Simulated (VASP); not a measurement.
# HfB2: formation energy of interstitial N, part 2 of 6

Aim: the formation energy and local structure of interstitial N in HfB2. The start is a cell from a database of measured crystal structures.

VASP 6.6.1, plane waves and PAW; the level of theory is named at each step.

So far. Step 2 (The host at zero pressure): The run ended after 5 ionic steps, 0.006 eV below its first step, once forces and stress met EDIFFG = -0.02.

## Step 3: The supercell without the defect

Level of this step: SCAN; plane waves and PAW (Hf, B) (VASP).

System of this step: HfB2. Symmetry: P6/mmm, No. 191, hexagonal system. Conventional cell: a = 3.121 Å, b = 3.121 Å, c = 3.471 Å, α = 90.00°, β = 90.00°, γ = 120.00°. Nearest to Hf lie 12 B at 2.50 Å. Nearest to B lie 3 B at 1.80 Å and 6 Hf at 2.50 Å. Farther neighbours are not listed.

The same cell, mesh and cutoff without the defect give the energy to subtract and, in a gapped host, the band edges to count from, so that most errors cancel.

INCAR reads:

```
SYSTEM = HfB2
PREC = Normal
ENCUT = 400
EDIFF = 1E-05
NELM = 120
ISMEAR = 1
SIGMA = 0.2
LREAL = Auto
ALGO = Normal
METAGGA = SCAN
LASPH = .TRUE.
NBANDS = 88
LORBIT = 11
LWAVE = .FALSE.
LCHARG = .FALSE.
KPAR = 4
```

POSCAR reads:

```
HfB2
1.0
   -4.6810809556      2.7026233499      3.4706352879
    4.6810809556     -2.7026233499      3.4706352879
    4.6810809558      8.1078700497    -10.4119058637
Hf B
12 24
Direct
    0.0000000000      0.0000000000      0.0000000000
    0.5000000000      0.5000000000      0.0000000000
    0.5000000000      0.0000000000      0.1666666667
    0.0000000000      0.5000000000      0.1666666667
    0.0000000000      0.0000000000      0.3333333333
    0.5000000000      0.5000000000      0.3333333333
    0.5000000000      0.0000000000      0.5000000000
    0.0000000000      0.5000000000      0.5000000000
    0.0000000000      0.0000000000      0.6666666667
    0.5000000000      0.5000000000      0.6666666667
    0.5000000000      0.0000000000      0.8333333333
    0.0000000000      0.5000000000      0.8333333333
    0.4166666666      0.5833333333      0.1666666667
    0.9166666666      0.0833333333      0.1666666667
    0.9166666666      0.5833333333      0.3333333333
    0.4166666666      0.0833333334      0.3333333333
    0.4166666666      0.5833333333      0.5000000000
    0.9166666666      0.0833333333      0.5000000000
    0.9166666666      0.5833333333      0.6666666667
    0.4166666666      0.0833333333      0.6666666667
    0.4166666666      0.5833333333      0.8333333333
    0.9166666666      0.0833333333      0.8333333333
    0.9166666666      0.5833333333      0.0000000000
    0.4166666666      0.0833333334      0.0000000000
    0.5833333333      0.4166666666      0.1666666667
    0.0833333333      0.9166666666      0.1666666667
    0.0833333333      0.4166666666      0.3333333333
    0.5833333333      0.9166666666      0.3333333333
    0.5833333333      0.4166666666      0.5000000000
    0.0833333333      0.9166666666      0.5000000000
    0.0833333333      0.4166666666      0.6666666667
    0.5833333333      0.9166666666      0.6666666667
    0.5833333333      0.4166666666      0.8333333333
    0.0833333333      0.9166666666      0.8333333333
    0.0833333333      0.4166666666      0.0000000000
    0.5833333333      0.9166666666      0.0000000000
```

KPOINTS reads:

```
Automatic mesh
0
Gamma
5 5 5
0 0 0
```

The projector-augmented-wave data sets are Hf and B (PBE family, release 64).

Started as:

```sh
$ mpirun -np 4 vasp_std
```

The program printed:

```text
[banner, memory and clock lines left out]
running    4 mpi-ranks, on    1 nodes
 distrk:  each k-point on    1 cores,    4 groups
 distr:  one band on    1 cores,    1 groups

 POSCAR found type information on POSCAR HfB
 POSCAR found :  2 types and      36 ions
 [... a notice as in an earlier step ...]

 LDA part: xc-table for (None), standard interpolation
 POSCAR, INCAR and KPOINTS ok, starting setup
 FFT: planning ... GRIDC
 FFT: planning ... GRID_SOFT
 FFT: planning ... GRID
 WAVECAR not read
 entering main loop
       N       E                     dE             d eps       ncg     rms          rms(c)
DAV:   1    -0.456046466679E+03   -0.45605E+03   -0.45688E+04  4752   0.102E+03
DAV:   2    -0.974529812748E+03   -0.51848E+03   -0.49661E+03  5872   0.201E+02
DAV:   3    -0.100071633776E+04   -0.26187E+02   -0.25659E+02  6192   0.431E+01
DAV:   4    -0.100116180448E+04   -0.44547E+00   -0.44287E+00  6040   0.582E+00
DAV:   5    -0.100117079459E+04   -0.89901E-02   -0.89758E-02  6008   0.757E-01    0.647E+01
DAV:   6    -0.970647366812E+03    0.30523E+02   -0.62838E+01  5896   0.178E+01    0.369E+01
DAV:   7    -0.970888118256E+03   -0.24075E+00   -0.10204E+01  6176   0.900E+00    0.428E+00
DAV:   8    -0.970779938390E+03    0.10818E+00   -0.48108E-01  5976   0.192E+00    0.144E+00
DAV:   9    -0.970778090772E+03    0.18476E-02   -0.47056E-02  6008   0.819E-01    0.567E-01
DAV:  10    -0.970778577274E+03   -0.48650E-03   -0.23275E-03  5928   0.150E-01    0.760E-02
DAV:  11    -0.970778883306E+03   -0.30603E-03   -0.50858E-04  6112   0.766E-02    0.250E-02
DAV:  12    -0.970778920037E+03   -0.36731E-04   -0.31034E-05  5336   0.211E-02    0.877E-03
DAV:  13    -0.970778919017E+03    0.10197E-05   -0.52993E-06  3576   0.753E-03
   1 F= -.97077892E+03 E0= -.97078218E+03  d E =0.977340E-02
```

Run time: 2.8 min. Hardware: 4 MPI ranks of Intel Xeon 6975P-C (Granite Rapids), shared host; peak memory 2 GiB; 11 min of CPU time.

From OUTCAR (step 3):

```text
  LATTYP: Found a face centered orthorhombic cell.
 ALAT       =     6.9412705758
 B/A-ratio  =     1.5574228495
 C/A-ratio  =     2.6975355043

 Subroutine GETGRP returns: Found  8 space group operations
 (whereof  8 operations were pure point group operations)

The static configuration has the point symmetry D_2h.

 Found     27 irreducible k-points:

   k-points           NKPTS =     27   k-points in BZ     NKDIM =     27   number of bands    NBANDS=     88

   dimension x,y,z NGX =    32 NGY =   32 NGZ =   70
   dimension x,y,z NGXF=    64 NGYF=   64 NGZF=  140

   ENCUT  =  400.0 eV  29.40 Ry    5.42 a.u.  10.48 10.48 22.83*2*pi/ulx,y,z

   NELECT =     120.0000    total number of electrons

 E-fermi :   8.1306

 k-point     1 :       0.0000    0.0000    0.0000
  band No.  band energies     occupation
    ...
     56       5.7567      2.00000
     57       5.7572      2.00000
     58       5.7572      2.00000
     59       6.5973      2.00000
     60       6.5976      2.00000
     61       9.6748     -0.00000
     62       9.6757     -0.00000
     63       9.7163     -0.00000
     64       9.7168     -0.00000
     65       9.8405     -0.00000
    ...

 k-point     2 :       0.2000    0.0000    0.0000
  band No.  band energies     occupation
    ...
     56       6.0748      2.00000
     57       6.1513      2.00000
     58       6.2404      2.00000
     59       6.8103      2.00000
     60       6.8816      2.00000
     61       8.3761     -0.07091
     62       9.0689     -0.00000
     63       9.0760     -0.00000
     64       9.0766     -0.00000
     65       9.5746     -0.00000
    ...

  Total       -0.3571976     -0.3709793     -0.1725514     -0.0119353      0.0000000      0.0000000
  in kB       -1.6292530     -1.6921140     -0.7870430     -0.0544392      0.0000000      0.0000000
  external PRESSURE =      -1.3694700 kB  Pullay stress =       0.0000000 kB

  energy-cutoff  :      400.00
  volume of cell :      351.26
      direct lattice vectors                 reciprocal lattice vectors
    -4.681080956  2.702623350  3.470635288    -0.000000000  0.185005432  0.144065843
     4.681080956 -2.702623350  3.470635288     0.160219404  0.092502716  0.144065843
     4.681080956  8.107870050-10.411905864     0.053406468  0.092502716  0.000000000

 POSITION                                       TOTAL-FORCE (eV/Angst)
 -----------------------------------------------------------------------------------
      0.00000      0.00000      0.00000         0.000000      0.000000      0.000000
      0.00000      0.00000      3.47064         0.000000      0.000000      0.000000
     -1.56036      2.70262     -0.00000         0.000000      0.000000      0.000000
      3.12072      0.00000     -0.00000         0.000000      0.000000      0.000000
      1.56036      2.70262     -3.47064         0.000000      0.000000      0.000000
      1.56036      2.70262      0.00000         0.000000      0.000000      0.000000
      0.00000      5.40525     -3.47064         0.000000      0.000000      0.000000
      4.68108      2.70262     -3.47064         0.000000      0.000000      0.000000
      3.12072      5.40525     -6.94127         0.000000      0.000000      0.000000
      3.12072      5.40525     -3.47064         0.000000      0.000000      0.000000
      1.56036      8.10787     -6.94127         0.000000      0.000000      0.000000
      6.24144      5.40525     -6.94127         0.000000      0.000000      0.000000
      1.56036      0.90087      1.73532        -0.028295      0.016336     -0.000000
     -3.12072      3.60350      1.73532        -0.028295      0.016336     -0.000000
      0.00000      3.60350      1.73532        -0.028295      0.016336      0.000000
      0.00000      3.60350     -1.73532        -0.028295      0.016336     -0.000000
      3.12072      3.60350     -1.73532        -0.028295      0.016336     -0.000000
     -1.56036      6.30612     -1.73532        -0.028295      0.016336      0.000000
      1.56036      6.30612     -1.73532        -0.028295      0.016336     -0.000000
      1.56036      6.30612     -5.20595        -0.028295      0.016336     -0.000000
      4.68108      6.30612     -5.20595        -0.028295      0.016336      0.000000
      0.00000      9.00874     -5.20595        -0.028295      0.016336      0.000000
     -1.56036      0.90087      5.20595        -0.028295      0.016336     -0.000000
     -1.56036      0.90087      1.73532        -0.028295      0.016336     -0.000000
      0.00000      1.80175      1.73532         0.028295     -0.016336     -0.000000
      4.68108     -0.90087      1.73532         0.028295     -0.016336     -0.000000
      3.12072      1.80175     -1.73532         0.028295     -0.016336      0.000000
      3.12072      1.80175      1.73532         0.028295     -0.016336      0.000000
      1.56036      4.50437     -1.73532         0.028295     -0.016336      0.000000
      6.24144      1.80175     -1.73532         0.028295     -0.016336     -0.000000
      4.68108      4.50437     -5.20595         0.028295     -0.016336     -0.000000
      4.68108      4.50437     -1.73532         0.028295     -0.016336     -0.000000
      3.12072      7.20700     -5.20595         0.028295     -0.016336      0.000000
      7.80180      4.50437     -5.20595         0.028295     -0.016336      0.000000
      1.56036     -0.90087      1.73532         0.028295     -0.016336      0.000000
      1.56036     -0.90087      5.20595         0.028295     -0.016336      0.000000
 -----------------------------------------------------------------------------------
    total drift:                               -0.000000      0.000000      0.000001

  FREE ENERGIE OF THE ION-ELECTRON SYSTEM (eV)
  ---------------------------------------------------
  free  energy   TOTEN  =      -970.7789190171 eV

  energy  without entropy=     -970.7886924202  energy(sigma->0) =     -970.78217682

 total charge
# of ion       s       p       d       tot
------------------------------------------
    1        0.323   0.719   2.544   3.586
    2        0.323   0.719   2.544   3.586
    3        0.323   0.719   2.544   3.586
    4        0.323   0.719   2.544   3.586
    5        0.323   0.719   2.544   3.586
    6        0.323   0.719   2.544   3.586
    7        0.323   0.719   2.544   3.586
    8        0.323   0.719   2.544   3.586
    9        0.323   0.719   2.544   3.586
   10        0.323   0.719   2.544   3.586
   11        0.323   0.719   2.544   3.586
   12        0.323   0.719   2.544   3.586
   13        0.678   1.284   0.000   1.962
   14        0.678   1.284   0.000   1.962
   15        0.678   1.284   0.000   1.962
   16        0.678   1.284   0.000   1.962
   17        0.678   1.284   0.000   1.962
   18        0.678   1.284   0.000   1.962
   19        0.678   1.284   0.000   1.962
   20        0.678   1.284   0.000   1.962
   21        0.678   1.284   0.000   1.962
   22        0.678   1.284   0.000   1.962
   23        0.678   1.284   0.000   1.962
   24        0.678   1.284   0.000   1.962
   25        0.678   1.284   0.000   1.962
   26        0.678   1.284   0.000   1.962
   27        0.678   1.284   0.000   1.962
   28        0.678   1.284   0.000   1.962
   29        0.678   1.284   0.000   1.962
   30        0.678   1.284   0.000   1.962
   31        0.678   1.284   0.000   1.962
   32        0.678   1.284   0.000   1.962
   33        0.678   1.284   0.000   1.962
   34        0.678   1.284   0.000   1.962
   35        0.678   1.284   0.000   1.962
   36        0.678   1.284   0.000   1.962
--------------------------------------------------
tot         20.142  39.454  30.522  90.118

[... 7 further parts left out ...]
```

Numbers from this step:

```
electronic cycles       : 13
electrons               : 120
free energy (TOTEN)     : -970.7789 eV
energy at zero smearing : -970.7822 eV
Fermi energy            : 8.131 eV
```

The host is treated as a metal, as its relaxation found a gap under 0.3 eV or none, and only the neutral defect is run.

(Part 2 of 6 ends here.)

[Lines on the potential files, build, host, timing and source positions are cut from VASP's logs without a mark.]

[Logs are printed without paths, hosts, clocks, repeated set-up lines and the standing remarks that a program may print on its own settings, such as how far it seeks lower states.]

[Hosts, paths, dates, database ids (printed as entryN), source tags and the programs' standing remarks are cut or masked in the printed files.]

[In band tables of VASP the shares of atoms and orbitals are scaled to a sum of 1 inside the atoms' spheres.]

[Runs that stopped without an error message from VASP are left out.]
